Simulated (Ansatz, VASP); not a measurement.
SnIr3: VASP beside Ansatz

```
Sn Ir
1.0
     5.68293    0.00000    0.00000
    -2.84146    4.92156    0.00000
     0.00000    0.00000    4.54086
Sn Ir
2 6
Direct
  0.66667 0.33333 0.25000
  0.33333 0.66667 0.75000
  0.32489 0.16245 0.75000
  0.83755 0.16245 0.75000
  0.83755 0.67511 0.75000
  0.67511 0.83755 0.25000
  0.16245 0.83755 0.25000
  0.16245 0.32489 0.25000
```

Alike in both runs: functional PBE; k mesh 12 × 12 × 8; occupations gaussian, width 0.1 eV; no spin polarisation.

Ansatz relaxed the structure, and its values are those at the end. VASP's run is a single point on that final structure, the one shown.

|  | VASP | Ansatz |
| --- | --- | --- |
| version | VASP 6.6.1 | Ansatz 0.2.0 |
| potentials or method | VASP PAW PBE potentials, release 64 (Sn_d, Ir) | scalar-relativistic, plane waves, PAW |
| plane-wave cutoff (eV) | 520 | 420 |
| valence electrons in the cell | 82 | 130 |

VASP gave:

| Property | Result |
| --- | --- |
| gap on the k mesh at the Fermi level (eV) | none |
| pressure (GPa) | 0.3 |
| rms of the force components (eV/Å) | 0.006 |

Question: Which values does Ansatz return?

Answer: gap on the k mesh at the Fermi level (eV): none; pressure (GPa): 0.0; rms of the force components (eV/Å): 0.000.

A gap of «none» marks a metal or a gap that the smearing closes. The functional is the same, so the differences come from potentials, cutoffs and numerics. The two sets of potentials don't hold the same shells in valence.

The runs have no spin-orbit coupling, so splittings on Ir are missing.
